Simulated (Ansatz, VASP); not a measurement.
# Ge17H15: VASP beside Ansatz, part 3 of 3

Aim: how closely do two programs agree when they are given the same cell, functional and k mesh? Of the first pair: The structure shown is frame 45 of Ansatz's trajectory.

VASP 6.6.1 and Ansatz 0.2.0.

So far. Step 4 (Comparison): The forces differ by 15 meV/Å r.m.s., which is 2.4 % of the r.m.s. force of 0.627 eV/Å (both taken over all components). With vacuum in the cell, a pressure given here is an average over mostly empty space and none of the material. Step 7 (Differences): The forces differ by 17 meV/Å r.m.s., which is 3.2 % of the r.m.s. force of 0.537 eV/Å (both taken over all components). With vacuum in the cell, a pressure given here is an average over mostly empty space and none of the material.

## (9) VASP: single point, revPBE, pair 3

Level of this step: revPBE; plane waves and PAW (Ge_d, H) (VASP).

The same cell, functional, mesh and smearing now go to VASP, with its own data sets.

INCAR reads:

```
SYSTEM = Ge17H15
PREC = Accurate
ENCUT = 410
EDIFF = 1E-06
NELM = 120
ISMEAR = 0
SIGMA = 0.05
LREAL = Auto
ALGO = Normal
GGA = RE
NBANDS = 304
LORBIT = 11
LWAVE = .FALSE.
LCHARG = .FALSE.
ISIF = 2
LASPH = .TRUE.
GGA_COMPAT = .FALSE.
EFERMI = MIDGAP
NCORE = 2
```

POSCAR reads:

```
Ge17H15
1.0
   19.5001000000      0.0000000000      0.0000000000
    0.0000000000     18.8146000000      0.0000000000
    0.0000000000      0.0000000000      9.7999400000
Ge H
34 30
Direct
    0.3847877703      0.3270704666      0.0146531509
    0.3935825970      0.3139901991      0.2658893830
    0.3994492336      0.4364164000      0.3322877487
    0.3957774576      0.4326055297      0.5786872165
    0.2842139271      0.3773239931      0.6538815544
    0.2747319245      0.3764842197      0.9097402637
    0.3939518259      0.6820554250      0.9996122425
    0.3985005205      0.6923134162      0.2528280785
    0.2873164753      0.5012862352      0.9846080690
    0.3016240942      0.5039543759      0.2391137089
    0.3038548520      0.6225962816      0.3453796656
    0.2963882237      0.6288414317      0.5981975400
    0.4012235835      0.5584333443      0.6537999212
    0.3958954057      0.5615745219      0.8998830605
    0.6061456095      0.3091375846      0.9877815578
    0.6157455603      0.3104663400      0.2411443335
    0.6024584489      0.4317444963      0.3476858022
    0.6047148476      0.4375059794      0.5953709921
    0.5006179455      0.3722056275      0.6666673469
    0.4971153994      0.3773505682      0.9165362237
    0.6110584048      0.6744815197      0.9867142044
    0.6001558966      0.6915374231      0.2418382153
    0.4948846416      0.5011267845      0.9971122272
    0.5032025477      0.5013978506      0.2536852266
    0.5022640910      0.6308345646      0.3361040986
    0.4995923098      0.6325938367      0.5862790997
    0.6010020461      0.5665281218      0.6603815942
    0.5985610330      0.5528313119      0.9033626736
    0.7115245563      0.3723225580      0.6705347176
    0.7101399480      0.3719398765      0.9207505352
    0.6980169332      0.4988466404      0.0191695051
    0.7013912749      0.5038055553      0.2622260953
    0.7041194661      0.6347623654      0.3414918867
    0.7177655499      0.6103823626      0.5957281371
    0.3690904149      0.2530215896      0.9616997655
    0.3277367808      0.2833597313      0.3101039394
    0.4505720483      0.2676378982      0.3181243967
    0.2689422106      0.3055180551      0.5878403337
    0.2307629192      0.4318135916      0.6001057149
    0.2121527582      0.3360103324      0.9552303381
    0.4445156692      0.7396808861      0.9403935126
    0.3208239958      0.7088803376      0.9865774688
    0.3983774442      0.7693652802      0.2869405323
    0.2299577951      0.5553081118      0.9464649784
    0.2388295445      0.4631509572      0.2963181407
    0.2400500510      0.6504576233      0.2743384143
    0.2297116425      0.5938367013      0.6307997804
    0.2963318137      0.7069616149      0.6393100366
    0.5887764678      0.2311874821      0.9611181293
    0.6795708740      0.2781722705      0.2951854807
    0.5594843103      0.2573054968      0.2868078784
    0.4986538531      0.2986191575      0.6074629028
    0.5524894744      0.7274031869      0.9299138566
    0.6804016390      0.6977932032      0.9299138566
    0.5907046631      0.7720759410      0.2734608579
    0.4965102743      0.7012904872      0.6674428619
    0.7770831944      0.3828888204      0.5802892671
    0.6748324368      0.3033867316      0.6433508777
    0.7729242414      0.3226058486      0.9455976261
    0.7589038005      0.5440987318      0.9631997747
    0.7610422511      0.4674614395      0.3238081049
    0.7678627289      0.6733015849      0.2791139538
    0.7720832201      0.5592996928      0.6483611124
    0.7331141892      0.6814069924      0.6727286085
```

KPOINTS reads:

```
Automatic mesh
0
Gamma
1 1 1
0 0 0
```

PAW data sets: Ge_d and H (PBE family, release 64).

Started as:

```bash
$ mpirun -np 8 vasp_gam
```

Numbers of over 12 decimals in the logs are rounded to 6 here.

The log of the run:

```text
[... set-up lines as in an earlier step ...]
 entering main loop
       N       E                     dE             d eps       ncg     rms          rms(c)
DAV:   1     0.603820064704E+04    0.60382E+04   -0.23370E+05   712   0.235E+03
DAV:   2     0.100842557370E+04   -0.50298E+04   -0.49110E+04   800   0.558E+02
DAV:   3    -0.127705283396E+03   -0.11361E+04   -0.11015E+04   864   0.216E+02
DAV:   4    -0.243035940500E+03   -0.11533E+03   -0.11428E+03   704   0.746E+01
[...]
DAV:  27    -0.238660751575E+03   -0.47796E-05   -0.23894E-07   432   0.261E-03    0.159E-04
DAV:  28    -0.238660753800E+03   -0.22249E-05   -0.14314E-07   424   0.221E-03    0.132E-04
DAV:  29    -0.238660754598E+03   -0.79768E-06   -0.69224E-08   432   0.152E-03
   1 F= -.23866075E+03 E0= -.23866075E+03  d E =0.000000E+00
```

OUTCAR, selected parts (step 9):

```text
  Total        9.0363730      3.0262640      4.7917300     -0.2854337      0.5002707     -1.6543776
  in kB        4.0267020      1.3485348      2.1352448     -0.1271922      0.2229258     -0.7372079
  external PRESSURE =       2.5034939 kB  Pullay stress =       0.0000000 kB

 POSITION                                       TOTAL-FORCE (eV/Angst)
 -----------------------------------------------------------------------------------
      7.50340      6.15370      0.14360         0.103850      0.066785     -0.333362
      7.67490      5.90760      2.60570         0.246741      0.590944     -1.032202
      7.78930      8.21100      3.25640         0.048244      0.520054     -0.209147
      7.71770      8.13930      5.67110        -0.045301      0.025718      0.292527
      5.54220      7.09920      6.40800         0.125201      0.634600      0.443799
      5.35730      7.08340      8.91540         1.423474      0.674914     -0.349417
      7.68210     12.83260      9.79614         0.234043      0.408464      0.345514
      7.77080     13.02560      2.47770         0.276734     -1.536279     -0.581567
      5.60270      9.43150      9.64910         0.217416      0.464046      0.197373
      5.88170      9.48170      2.34330        -0.043794     -0.271640      0.110520
      5.92520     11.71390      3.38470        -0.069392      0.080488     -0.003540
      5.77960     11.83140      5.86230         0.787254     -0.251771     -0.937340
      7.82390     10.50670      6.40720        -0.408057      0.249292      0.204984
      7.72000     10.56580      8.81880        -0.370214     -0.229216      0.564026
[...]
-----------------------------------------------------------------------------------
    total drift:                               -0.004043     -0.000389     -0.003394

  FREE ENERGIE OF THE ION-ELECTRON SYSTEM (eV)
  ---------------------------------------------------
  free  energy   TOTEN  =      -238.6607545976 eV

  energy  without entropy=     -238.6607545976  energy(sigma->0) =     -238.66075460

[... 2 parts as in an earlier step ...]
```

## (10) Side by side

Forces on 9 of the 64 atoms, those with the largest forces and the largest differences (eV/Å; atoms numbered as in POSCAR):

```
atom         Ansatz x, y, z           VASP x, y, z
 Ge2   0.264, 0.633, -1.060   0.247, 0.591, -1.032
 Ge6   1.455, 0.690, -0.360   1.423, 0.675, -0.349
 Ge8  0.276, -1.575, -0.594  0.277, -1.536, -0.582
Ge16  -1.150, 0.489, -0.350  -1.134, 0.443, -0.322
Ge31  0.543, -0.645, -1.050  0.566, -0.626, -1.053
Ge32   -1.288, 1.035, 0.418   -1.252, 1.010, 0.434
Ge34  -0.721, 1.079, -0.341  -0.690, 1.084, -0.314
 H36  -1.222, -0.518, 0.487  -1.176, -0.496, 0.471
 H61   1.309, -0.547, 0.312   1.269, -0.522, 0.291
```

The forces differ by 21 meV/Å r.m.s., which is 4.3 % of the r.m.s. force of 0.480 eV/Å (both taken over all components). With vacuum in the cell, a pressure given here is an average over mostly empty space and none of the material.

## (11) Summary of results

| Quantity | Value |
| --- | --- |
| r.m.s. force difference (single point, revPBE, pair 1) | 2.4 % of the r.m.s. force |
| r.m.s. force difference (single point, revPBE, pair 2) | 3.2 % of the r.m.s. force |
| r.m.s. force difference (single point, revPBE, pair 3) | 4.3 % of the r.m.s. force |

The r.m.s. force difference is 4.3 % of the r.m.s. force (single point, revPBE, pair 3), beyond the 3 % picked in this series as the mark of a large difference. What causes the difference of the single point, revPBE, pair 2 pair stays open here. What causes the difference of the single point, revPBE, pair 3 pair stays open here. How closely two codes agree says nothing of how well the functional describes the real material.

[Lines on the potential files, build, host, timing and source positions are cut from VASP's logs without a mark.]

[Logs are printed without paths, hosts, clocks, repeated set-up lines and the standing remarks that a program may print on its own settings, such as how far it seeks lower states.]

[Hosts, paths, dates, database ids (printed as entryN), source tags and the programs' standing remarks are cut or masked in the printed files.]
